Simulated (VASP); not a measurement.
A run of VASP 6.6.1 is set up as follows.

Contents of INCAR:

```
ALGO     = Normal         # electronic algorithm
EDIFF    = 1E-7           # SCF threshold, eV
EDIFFG   = -0.005         # ionic threshold
ENCUT    = 600            # plane-wave cutoff, eV
GGA      = PE             # functional
IBRION   = 2              # ionic algorithm
ISIF     = 2              # what is computed and relaxed
ISMEAR   = 0              # smearing method
ISYM     = 0            
LASPH    = T              # aspherical terms in the spheres
LCHARG   = F              # write CHGCAR
LREAL    = F              # projectors in reciprocal space
LWAVE    = F              # write WAVECAR
NELM     = 80             # most SCF steps
NSW      = 30             # ionic steps
PREC     = Accurate       # precision mode
SIGMA    = 0.01           # smearing width, eV
```

File KPOINTS:

```
k-points
0
Gamma
  1 1 1
```

File POSCAR:

```
H
1.0
   12.0000000000      0.0000000000      0.0000000000
    0.0000000000     12.4000000000      0.0000000000
    0.0000000000      0.0000000000     13.0000000000
H
2
Direct
    0.5000000000      0.5000000000      0.4715000000
    0.5000000000      0.5000000000      0.5285000000
```

Potentials or basis: VASP PAW PBE potentials, release 64 (H).

The run is started by

```bash
$ cat potpaw_PBE.64/H/POTCAR > POTCAR
$ mpirun -np 1 vasp_std > vasp.out
```

**Question.** Estimate the gap between the frontier levels.

**Answer.** 10.22 eV.

**Question.** Predict the energy gained by relaxing.

**Answer.** 0.7 meV/atom.

Final structure:
```xyz
2
Lattice="12.0000 0.0000 0.0000 0.0000 12.4000 0.0000 0.0000 0.0000 13.0000" Properties=species:S:1:pos:R:3 pbc="T T T"
H     6.0000    6.2000    6.1251
H     6.0000    6.2000    6.8749
```

A hybrid or GW would open this gap; PBE tends to underestimate it.
